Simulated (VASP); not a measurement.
Input for VASP

KPOINTS:
```
Automatic mesh
0
Gamma
10 10 10
0 0 0
```

### INCAR
```
# general
SYSTEM   =  HgTe
PREC     =  Accurate
ENCUT    =  480
LREAL    =  .FALSE.
LASPH    =  .TRUE.

# electronic loop
EDIFF    =  1E-7
NELM     =  100
ALGO     =  Normal
LMAXMIX  =  6

# smearing
ISMEAR   =  1
SIGMA    =  0.1

# functional
GGA      =  PS

# ions
ISIF     =  2

# output
LWAVE    =  .FALSE.
LCHARG   =  .FALSE.
```

POSCAR:
```
HgTe
1
    0.0000000000     3.2251251493     3.2251251493
    3.2577021710    -0.0325770217     3.2577021710
    3.2577021710     3.2577021710    -0.0325770217
Hg Te
1 1
Direct
  0.0000000000   0.0000000000   0.0000000000
  0.2500000000   0.2500000000   0.2500000000
```

POTCAR, in this order: Hg Te (PBE.64 set). Program: vasp_std.

**Question.** Translate this PBEsol calculation to Ansatz.

**Answer.** One equivalent input (not run):
Ansatz 0.2 input:
```yaml
crystal:
  lattice:
    - [0.0000000, 3.2251251, 3.2251251]
    - [3.2577022, -0.0325770, 3.2577022]
    - [3.2577022, 3.2577022, -0.0325770]
  atoms:
    - { symbol: Hg, position: [0.0000000, 0.0000000, 0.0000000] }
    - { symbol: Te, position: [0.2500000, 0.2500000, 0.2500000] }
kpoints:
  mp_grid: { grid: [10, 10, 10] }
hamiltonian:
  xc: pbesol
  pseudopotentials: { kind: paw }
scf:
  occupations: { method: methfessel_paxton, width: 0.1 }
  max_iter: 100
output: { forces: true, stress: true, eigenvalues: true }
```
Limits of the translation: each code has its own PAW files, so the cut-off isn't converted (ENCUT is set for VASP's; basis.ecutwfc is left out, and Ansatz then takes the one that its files recommend); Ansatz stops its SCF on the density residual and VASP on the energy change (EDIFF).

The compound is HgTe in the zinc blende structure. This cell was strained or had an atom moved on purpose.
